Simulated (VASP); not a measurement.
A convergence study with VASP on Eu (bcc): a few settings are varied, all else stays as given below, so the limit is that of these other settings.

```
Eu
1.0
   -2.29000     2.29000     2.29000
    2.29000    -2.29000     2.29000
    2.29000     2.29000    -2.29000
Eu
1
Direct
  0.00000   0.00000   0.00000
```

Calculation: PBE GGA, VASP's PBE PAW potentials (set 64) (plane waves; VASP). The last row used: 550 eV cut-off, 19×19×19 Γ-centred mesh, second-order Methfessel-Paxton smearing of 0.40 eV, potentials Eu_2.

The 4f electrons are frozen in the core of the lanthanide potential, so 4f levels, which can set the real gap, and their magnetism are missing.

```
setting                                   E (eV/atom)  pressure (GPa)  irreducible k-points
----------------------------------------  -----------  --------------  --------------------
ISMEAR = -1, SIGMA = 0.01, 6×6×6 mesh         -1.8464           -1.03                    16
ISMEAR = -1, SIGMA = 0.2, 6×6×6 mesh              [?]           -0.79                    16
ISMEAR = 0, SIGMA = 0.01, 6×6×6 mesh          -1.8462           -1.03                    16
ISMEAR = 0, SIGMA = 0.2, 6×6×6 mesh           -1.8468           -0.96                    16
ISMEAR = 1, SIGMA = 0.01, 6×6×6 mesh          -1.8461           -1.03                    16
ISMEAR = 1, SIGMA = 0.2, 6×6×6 mesh           -1.8475           -0.98                    16
ISMEAR = 2, SIGMA = 0.01, 6×6×6 mesh          -1.8461           -1.03                    16
ISMEAR = 2, SIGMA = 0.2, 6×6×6 mesh           -1.8472           -1.01                    16
ISMEAR = -1, SIGMA = 0.05, 13×13×13 mesh      -1.8479           -0.96                    84
ISMEAR = -1, SIGMA = 0.2, 13×13×13 mesh       -1.8399           -0.79                    84
ISMEAR = 0, SIGMA = 0.05, 13×13×13 mesh           [?]             [?]                    84
ISMEAR = 0, SIGMA = 0.2, 13×13×13 mesh        -1.8479           -0.96                    84
ISMEAR = 1, SIGMA = 0.05, 13×13×13 mesh       -1.8475           -0.93                    84
ISMEAR = 1, SIGMA = 0.2, 13×13×13 mesh        -1.8479           -0.96                    84
ISMEAR = 2, SIGMA = 0.05, 13×13×13 mesh       -1.8475           -0.93                    84
ISMEAR = 2, SIGMA = 0.2, 13×13×13 mesh        -1.8479           -0.96                    84
ISMEAR = -1, SIGMA = 0.05, 19×19×19 mesh      -1.8483           -0.98                   220
ISMEAR = -1, SIGMA = 0.4, 19×19×19 mesh       -1.8343           -0.40                   220
ISMEAR = 0, SIGMA = 0.05, 19×19×19 mesh       -1.8483           -0.99                   220
ISMEAR = 0, SIGMA = 0.4, 19×19×19 mesh        -1.8445           -0.88                   220
ISMEAR = 1, SIGMA = 0.05, 19×19×19 mesh       -1.8483           -0.99                   220
ISMEAR = 1, SIGMA = 0.4, 19×19×19 mesh        -1.8499           -1.04                   220
ISMEAR = 2, SIGMA = 0.05, 19×19×19 mesh       -1.8482           -0.99                   220
ISMEAR = 2, SIGMA = 0.4, 19×19×19 mesh        -1.8490           -1.00                   220
```

Fill in the missing entries.

- ISMEAR = -1, SIGMA = 0.2, 6×6×6 mesh, E (eV/atom): -1.8381
- ISMEAR = 0, SIGMA = 0.05, 13×13×13 mesh, E (eV/atom): -1.8476
- ISMEAR = 0, SIGMA = 0.05, 13×13×13 mesh, pressure (GPa): -0.94

Left out are rungs that failed or repeat a setting and relaxations that didn't move; long series are thinned to 24 rows.

The compound is Eu in the bcc structure. The cell was not relaxed at this level.
